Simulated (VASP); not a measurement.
A run of VASP 6.6.1:

POSCAR

```
Au                                      
1.0
    0.0000000000      2.0408538050      2.0408538050
    2.0408538050      0.0000000000      2.0408538050
    2.0408538050      2.0408538050      0.0000000000
  Au            
     1
Direct
     0.0000000000000000    0.0000000000000000    0.0000000000000000
```

The input INCAR.step1:

```
PREC = Accurate
ENCUT = 520
EDIFF = 1E-6
ISMEAR = 1
SIGMA = 0.1
LREAL = F
LASPH = T
NELM = 80
ALGO = Normal
ISIF = 2
LWAVE = F
LCHARG = T
LMAXMIX = 4
GGA = PE
```

Contents of KPOINTS.step1:

```
regular mesh
0
Gamma
  16 16 16
```

Contents of INCAR.step2:

```
PREC = Accurate
ENCUT = 520
EDIFF = 1E-6
ISMEAR = -5
SIGMA = 0.1
LREAL = F
LASPH = T
NELM = 80
ALGO = Normal
ISIF = 2
LWAVE = F
LCHARG = F
LMAXMIX = 4
GGA = PE
LORBIT = 10
NEDOS = 2001
ICHARG = 11
```

File KPOINTS.step2:

```
regular mesh
0
Gamma
  24 24 24
```

Potentials or basis: VASP PAW PBE potentials, release 64 (Au).

Command:

```console
$ cat potpaw_PBE.64/Au/POTCAR > POTCAR
$ cp INCAR.step1 INCAR
$ cp KPOINTS.step1 KPOINTS
$ mpirun -np 1 vasp_std > vasp.out
$ cp INCAR.step2 INCAR
$ cp KPOINTS.step2 KPOINTS
$ mpirun -np 1 vasp_std > vasp.out
```

Hardware: 1 thread of AMD EPYC 9R45 96-Core Processor (Zen 5) (shared host).

Problem. Estimate the wall time of this run.

Solution. Wall time 26 s on 1 thread of AMD EPYC 9R45 96-Core Processor (Zen 5), with other jobs on the host, peak memory 0.16 GiB. Counts: scf iterations 6, k points 413.
